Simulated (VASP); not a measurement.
TlBr (CsCl type), at 1.04 of the tabulated volume:

```xyz
2
Lattice="4.0425 0.0000 0.0000 0.0000 4.0425 0.0000 0.0000 0.0000 4.0425" Properties=species:S:1:pos:R:3 pbc="T T T"
Tl     0.0000     0.0000     0.0000
Br     2.0213     2.0213     2.0213
```

The highest filled band near X, direction across the valley's axis, from PBE with spin-orbit coupling in VASP (PAW); its two spin partners are averaged. The gap over the points computed is 1.54 eV, and the next band on that side lies 0.53 eV away at the edge.

Numerical set-up: 400 eV cut-off, 7×7×7 Γ-centred mesh, Gaussian smearing of 0.050 eV, potentials Tl_d Br.

```
distance from the edge in k (1/Å)  distance in energy (meV)
---------------------------------  ------------------------
0.025                                                   5.0
0.035                                                   9.8
0.050                                                  20.0
0.070                                                  38.9
```

### Question
Fit E(1 + αE) = ħ²k²/2m* (ħ²/2m0 = 3.810 eV Å²) and predict the row at 0.095 1/Å.

### Answer
The rows don't resolve α, so a parabola serves: the hole mass is m* = 0.479 m0, and so 71.8 meV. The run gave 70.7 meV, -1.1 meV from the fit.

Left out are points under 3 meV from the edge, since the levels carry 0.1 meV, and points farther than half the way to the next band.

The compound is TlBr in the CsCl type structure. The cell was not relaxed at this level.
